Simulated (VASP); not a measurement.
PIr2, 3 atoms in the cell. Symmetry: Fm-3m, No. 225, cubic system. Conventional cell: a = 5.535 Å, b = 5.535 Å, c = 5.535 Å, α = 90.00°, β = 90.00°, γ = 90.00°. Ir (site symmetry -43m) has 4 P at 2.40 Å as nearest neighbours. Around P (site symmetry m-3m) lie 8 Ir at 2.40 Å. 

```yaml
Program: VASP 6.6.1
Task: single point
Functional: r2SCAN
Potentials_or_basis: VASP PAW PBE potentials, release 64 (Ir, P)
Cutoff: 520 eV
k_mesh: 7 × 7 × 7
Occupations: fermi-dirac, width 0.02 eV
Spin: collinear spin, typed start
Starting_moments: "[1.0, 1.0, 0.0] μB"
Dipole_correction: no
Further_INCAR_settings: ALGO = Normal; EDIFF = 1e-06; NBANDS = 22
```

Potentials or basis: VASP PAW PBE potentials, release 64 (Ir, P).

Command:

```console
$ cat potpaw_PBE.64/Ir/POTCAR potpaw_PBE.64/P/POTCAR > POTCAR
$ cp INCAR.step1 INCAR
$ mpirun -np 1 vasp_std > vasp.out
$ cp INCAR.step2 INCAR
$ mpirun -np 1 vasp_std > vasp.out
```

Hardware: 1 thread of AMD EPYC 7R13 Processor (Zen 3), on a shared host.

**Question.** Estimate the wall time of this run.

**Answer.** Wall time 3.4 min on 1 thread of AMD EPYC 7R13 Processor (Zen 3) (shared host), peak memory 0.18 GiB. Counts: scf iterations 10, k points 20.
